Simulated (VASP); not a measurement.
These are PBEsol GGA, VASP's PBE PAW potentials (set 64) (plane waves; VASP) values and carry that method's errors.

A VASP calculation is set up with these files.

POSCAR:
```
PdC
1.0
  0.0000000000   2.3220000000   2.3220000000
  2.3220000000   0.0000000000   2.3220000000
  2.3220000000   2.3220000000   0.0000000000
Pd C
1 1
Cartesian
  0.0000000000   0.0000000000   0.0000000000
  2.3220000000   2.3220000000   2.3220000000
```

**KPOINTS**
```
Automatic mesh
0
Gamma
12 12 12
0 0 0
```

### INCAR
```
SYSTEM  =  PdC
PREC  =  Accurate; ENCUT  =  520; LREAL  =  .FALSE.
LASPH  =  .TRUE.
EDIFF  =  1E-6; NELM  =  100; ALGO  =  Normal
LMAXMIX  =  4
ISMEAR  =  1; SIGMA  =  0.1
GGA  =  PS
IBRION  =  2; NSW  =  60; ISIF  =  3
EDIFFG  =  -0.01
LWAVE  =  .FALSE.; LCHARG  =  .FALSE.
```

POTCAR, in this order: Pd C (PBE.64 set). Program: vasp_std.

The resulting files:

**OSZICAR**
```
       N       E                     dE             d eps       ncg     rms          rms(c)
DAV:   1     0.581147167649E+02    0.58115E+02   -0.68371E+03  1592   0.117E+03
DAV:   2    -0.117081682266E+02   -0.69823E+02   -0.65881E+02  1733   0.228E+02
DAV:   3    -0.138532395763E+02   -0.21451E+01   -0.21036E+01  1821   0.411E+01
DAV:   4    -0.138738608603E+02   -0.20621E-01   -0.20594E-01  1854   0.449E+00
DAV:   5    -0.138741306497E+02   -0.26979E-03   -0.26976E-03  1812   0.511E-01    0.130E+01
DAV:   6    -0.135492608636E+02    0.32487E+00   -0.23839E+01  2103   0.434E+01    0.113E+01
DAV:   7    -0.123816307561E+02    0.11676E+01   -0.41211E+00  1760   0.215E+01    0.345E+00
DAV:   8    -0.123723679513E+02    0.92628E-02   -0.22480E-01  1781   0.396E+00    0.155E+00
DAV:   9    -0.123647552080E+02    0.76127E-02   -0.28999E-02  1737   0.174E+00    0.344E-01
DAV:  10    -0.123643270953E+02    0.42811E-03   -0.23172E-03  1794   0.460E-01    0.126E-01
DAV:  11    -0.123642144812E+02    0.11261E-03   -0.78145E-04  2182   0.248E-01    0.281E-02
DAV:  12    -0.123642075331E+02    0.69481E-05   -0.64881E-05  2102   0.721E-02    0.682E-03
DAV:  13    -0.123642073856E+02    0.14744E-06   -0.68156E-06  1791   0.227E-02
   1 F= -.12364207E+02 E0= -.12363467E+02  d E =-.123642E+02
       N       E                     dE             d eps       ncg     rms          rms(c)
DAV:   1    -0.272715528175E+02   -0.14907E+02   -0.25951E+02  1626   0.191E+02    0.445E+01
DAV:   2    -0.142175506083E+02    0.13054E+02   -0.71287E+01  1772   0.914E+01    0.896E+00
DAV:   3    -0.126988122885E+02    0.15187E+01   -0.45500E+00  1713   0.241E+01    0.393E+00
DAV:   4    -0.123418258504E+02    0.35699E+00   -0.15813E+00  1740   0.119E+01    0.172E+00
DAV:   5    -0.123419764113E+02   -0.15056E-03   -0.46076E-02  1728   0.179E+00    0.107E+00
DAV:   6    -0.123439421269E+02   -0.19657E-02   -0.18943E-02  1761   0.104E+00    0.103E-01
DAV:   7    -0.123438913838E+02    0.50743E-04   -0.11322E-03  1821   0.305E-01    0.400E-02
DAV:   8    -0.123439201824E+02   -0.28799E-04   -0.11913E-04  1806   0.984E-02    0.129E-02
DAV:   9    -0.123439159060E+02    0.42764E-05   -0.11538E-05  1830   0.325E-02    0.366E-03
DAV:  10    -0.123439159911E+02   -0.85108E-07   -0.12682E-06  1019   0.105E-02
   2 F= -.12343916E+02 E0= -.12343849E+02  d E =0.202914E-01
       N       E                     dE             d eps       ncg     rms          rms(c)
DAV:   1    -0.163716809912E+02   -0.40278E+01   -0.59828E+01  1596   0.957E+01    0.131E+01
DAV:   2    -0.135926751090E+02    0.27790E+01   -0.22849E+01  1785   0.559E+01    0.112E+01
DAV:   3    -0.128962778141E+02    0.69640E+00   -0.29782E+00  1933   0.169E+01    0.657E+00
DAV:   4    -0.128334552385E+02    0.62823E-01   -0.30708E-01  1755   0.578E+00    0.281E+00
DAV:   5    -0.128298233155E+02    0.36319E-02   -0.84424E-03  1773   0.851E-01    0.118E+00
DAV:   6    -0.128296327425E+02    0.19057E-03   -0.17665E-03  1778   0.291E-01    0.444E-02
DAV:   7    -0.128296556012E+02   -0.22859E-04   -0.42181E-05  1821   0.599E-02    0.310E-02
DAV:   8    -0.128296627619E+02   -0.71607E-05   -0.67846E-06  1845   0.180E-02    0.200E-03
DAV:   9    -0.128296626957E+02    0.66160E-07   -0.17928E-07   999   0.411E-03
   3 F= -.12829663E+02 E0= -.12829703E+02  d E =-.465455E+00
       N       E                     dE             d eps       ncg     rms          rms(c)
DAV:   1    -0.128319127862E+02   -0.22500E-02   -0.31931E-02  1611   0.218E+00    0.327E-01
DAV:   2    -0.128304935591E+02    0.14192E-02   -0.13880E-02  1807   0.132E+00    0.188E-01
DAV:   3    -0.128300500446E+02    0.44351E-03   -0.16419E-03  1759   0.428E-01    0.775E-02
DAV:   4    -0.128300148139E+02    0.35231E-04   -0.23286E-04  1776   0.136E-01    0.227E-02
DAV:   5    -0.128300149013E+02   -0.87368E-07   -0.18480E-05  1704   0.329E-02    0.131E-02
DAV:   6    -0.128300148344E+02    0.66872E-07   -0.45142E-06  1728   0.180E-02
   4 F= -.12830015E+02 E0= -.12830049E+02  d E =-.465807E+00
       N       E                     dE             d eps       ncg     rms          rms(c)
DAV:   1    -0.128318810393E+02   -0.18661E-02   -0.33154E-02  1608   0.222E+00    0.334E-01
DAV:   2    -0.128304046819E+02    0.14764E-02   -0.14447E-02  1816   0.135E+00    0.193E-01
DAV:   3    -0.128299390674E+02    0.46561E-03   -0.17178E-03  1762   0.439E-01    0.797E-02
DAV:   4    -0.128299024218E+02    0.36646E-04   -0.24372E-04  1785   0.139E-01    0.232E-02
DAV:   5    -0.128299024538E+02   -0.31965E-07   -0.19511E-05  1704   0.338E-02    0.135E-02
DAV:   6    -0.128299023946E+02    0.59140E-07   -0.47784E-06  1731   0.187E-02
   5 F= -.12829902E+02 E0= -.12829929E+02  d E =-.465695E+00
       N       E                     dE             d eps       ncg     rms          rms(c)
DAV:   1    -0.128347326921E+02   -0.48302E-02   -0.82040E-02  1614   0.349E+00    0.517E-01
DAV:   2    -0.128310546018E+02    0.36781E-02   -0.34565E-02  1808   0.209E+00    0.300E-01
DAV:   3    -0.128299720802E+02    0.10825E-02   -0.40554E-03  1765   0.669E-01    0.127E-01
DAV:   4    -0.128298692937E+02    0.10279E-03   -0.58310E-04  1770   0.224E-01    0.381E-02
DAV:   5    -0.128298681884E+02    0.11053E-05   -0.41242E-05  1713   0.511E-02    0.187E-02
DAV:   6    -0.128298648981E+02    0.32903E-05   -0.94402E-06  1785   0.218E-02    0.128E-03
DAV:   7    -0.128298649251E+02   -0.27085E-07   -0.29501E-07   861   0.574E-03
   6 F= -.12829865E+02 E0= -.12829903E+02  d E =0.374695E-04
       N       E                     dE             d eps       ncg     rms          rms(c)
DAV:   1    -0.128314225110E+02   -0.15576E-02   -0.23309E-02  1611   0.186E+00    0.280E-01
DAV:   2    -0.128303804253E+02    0.10421E-02   -0.10110E-02  1816   0.113E+00    0.161E-01
DAV:   3    -0.128300571995E+02    0.32323E-03   -0.11979E-03  1768   0.366E-01    0.665E-02
DAV:   4    -0.128300315156E+02    0.25684E-04   -0.17084E-04  1776   0.117E-01    0.195E-02
DAV:   5    -0.128300316622E+02   -0.14656E-06   -0.13603E-05  1707   0.282E-02    0.112E-02
DAV:   6    -0.128300316801E+02   -0.17908E-07   -0.33157E-06  1701   0.153E-02
   7 F= -.12830032E+02 E0= -.12830064E+02  d E =-.129285E-03
```

OUTCAR:
```
------------------------ aborting loop because EDIFF is reached ----------------------------------------
  FORCE on cell =-STRESS in cart. coord.  units (eV):
  Direction    XX          YY          ZZ          XY          YZ          ZX
  --------------------------------------------------------------------------------------
  Total       -0.0014482     -0.0014482     -0.0014482      0.0000000      0.0000000     -0.0000000
  in kB       -0.1115023     -0.1115023     -0.1115023      0.0000000      0.0000000     -0.0000000
  external PRESSURE =      -0.1115023 kB  Pullay stress =       0.0000000 kB
  volume of cell :       20.81
      direct lattice vectors                 reciprocal lattice vectors
    -0.000000000  2.183093617  2.183093617    -0.229032780  0.229032780  0.229032780
     2.183093617  0.000000000  2.183093617     0.229032780 -0.229032780  0.229032780
     2.183093617  2.183093617  0.000000000     0.229032780  0.229032780 -0.229032780
 POSITION                                       TOTAL-FORCE (eV/Angst)
 -----------------------------------------------------------------------------------
      0.00000      0.00000      0.00000        -0.000000      0.000000      0.000000
      2.18309      2.18309      2.18309         0.000000     -0.000000     -0.000000
 -----------------------------------------------------------------------------------
    total drift:                                0.000000     -0.000000     -0.000000
  FREE ENERGIE OF THE ION-ELECTRON SYSTEM (eV)
  ---------------------------------------------------
  free  energy   TOTEN  =       -12.8300316801 eV

  energy  without entropy=      -12.8301296088  energy(sigma->0) =      -12.83006432

 reached required accuracy - stopping structural energy minimisation
```
(Selected blocks of OUTCAR.)

CONTCAR:
```
PdC
   1.00000000000000
    -0.0000000000000000    2.1830936165529882    2.1830936165529886
     2.1830936165529882    0.0000000000000000    2.1830936165529886
     2.1830936165529882    2.1830936165529882    0.0000000000000000
  Pd              C
     1     1
Direct
     0.0000000000000000    0.0000000000000000    0.0000000000000000
     0.5000000000000000    0.5000000000000000    0.5000000000000000
```

Energy and stress use the plane-wave basis of the starting cell.

The structure was generated: PdC was put into the rock salt type (Fm-3m), which need not be its known phase. This run relaxes it. Symmetry was kept, so distortions that lower it aren't found.
